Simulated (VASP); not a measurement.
## ZnRe: equation of state with PBE

Crystal: ZnRe.

```
Re Zn
1.0
     2.74822    0.00000    0.00000
    -1.37411    2.38003    0.00000
     0.00000    0.00000    4.49407
Re Zn
1 1
Direct
  0.33333 0.66667 0.50000
  0.00000 0.00000 0.00000
```

The cell comes from a database or a generator and needn't be the stable form of this composition.

* Program: VASP 6.6.1
* Task: equation of state
* Functional: PBE
* Potentials or basis: VASP PAW PBE potentials, release 64 (Re, Zn)
* Cutoff: 520 eV
* k mesh: 11 × 11 × 6
* Occupations: fermi-dirac, width 0.05 eV
* Spin: no spin polarisation
* Further INCAR settings: ALGO = Normal; EDIFF = 1e-07; NBANDS = 16

- Equilibrium volume: 14.60 Å³/atom
- Bulk modulus at fixed shape and positions: 222 GPa
- Pressure derivative of the bulk modulus: 4.7

Energy against volume, from the lowest point:
```
volume (Å³/atom)  energy (meV/atom)
          13.816              32.17
          14.110              11.84
          14.404               1.48
          14.697               0.00
          14.991               6.44
          15.285              19.95
          15.579              39.75
```

All runs of the series together: 3.9 min on 1 thread of Intel(R) Xeon(R) Platinum 8488C (Sapphire Rapids), on a shared host.

Caveat: the cell was scaled at fixed shape and fractional positions, which overstates the stiffness of a crystal with free parameters, most of all of layers and chains. Spin-orbit coupling is left out, which matters for the levels of Re.
